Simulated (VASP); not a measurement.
## Sn2C: relaxation of cell and atoms with PBE

Crystal: Sn2C.

```
Sn C
1.0
     0.00000    3.07917    3.07917
     3.07917    0.00000    3.07917
     3.07917    3.07917    0.00000
Sn C
2 1
Direct
  0.25000 0.25000 0.25000
  0.75000 0.75000 0.75000
  0.00000 0.00000 0.00000
```

The cell was built by a generator and needn't be a form met in nature.

| Item | Value |
| --- | --- |
| Program | VASP 6.6.1 |
| Task | relaxation of cell and atoms |
| Functional | PBE |
| Potentials or basis | VASP PAW PBE potentials, release 64 (Sn_d, C) |
| Cutoff | 520 eV |
| k mesh | 6 × 6 × 6 |
| Occupations | gaussian, width 0.15 eV |
| Spin | no spin polarisation |
| Further INCAR settings | PREC = Normal; ALGO = Fast; EDIFF = 0.0001; IBRION = 2; EDIFFG = -0.08; NSW = 24; ISIF = 3 |

- Relaxed volume: 21.25 Å³/atom
- Relaxed cell: a = 4.484 Å, b = 4.484 Å, c = 4.484 Å, α = 60.00°, β = 60.00°, γ = 60.00°
- Space group after relaxing (to 0.05 Å): Fm-3m (No. 225)
- Energy gained by relaxing: 34.2 meV/atom
- Ionic steps: 3
- Pressure after relaxing: 0.3 GPa
- Band gap on the k mesh: none (metal or under the smearing width)

Step by step:
```csv
step,energy change (eV),largest force (eV/Å),pressure (GPa),volume (Å³)
1,0.0000,0.0000,6.63,58.39
2,-0.0949,0.0000,-1.51,65.46
3,-0.1025,0.0000,0.30,63.76
```

Final structure:
```
Sn C
1.0
     0.00000    3.17084    3.17084
     3.17084    0.00000    3.17084
     3.17084    3.17084    0.00000
Sn C
2 1
Direct
  0.25000 0.25000 0.25000
  0.75000 0.75000 0.75000
  0.00000 0.00000 0.00000
```

Levels at points of the mesh, in eV from the Fermi level:
```tsv
k point	band 14	band 15	band 16	band 17	band 18	band 19
(0.00, 0.00, 0.00)	-1.92	-1.92	-1.92	-0.76	-0.76	-0.76
(0.50, 0.00, 0.00)	-2.91	-2.91	0.20	0.20	0.78	2.12
(0.50, 0.50, 0.00)	-4.54	-4.54	-2.52	1.60	3.04	3.04
```

Run time: 19 s on 1 thread of Intel(R) Xeon(R) Platinum 8259CL CPU @ 2.50GHz (Skylake/Cascade Lake), with other jobs on the host, peak memory 0.14 GiB.

Caveat: the relaxation stopped at a loose force limit of 0.08 eV/Å, so its end isn't a converged minimum.
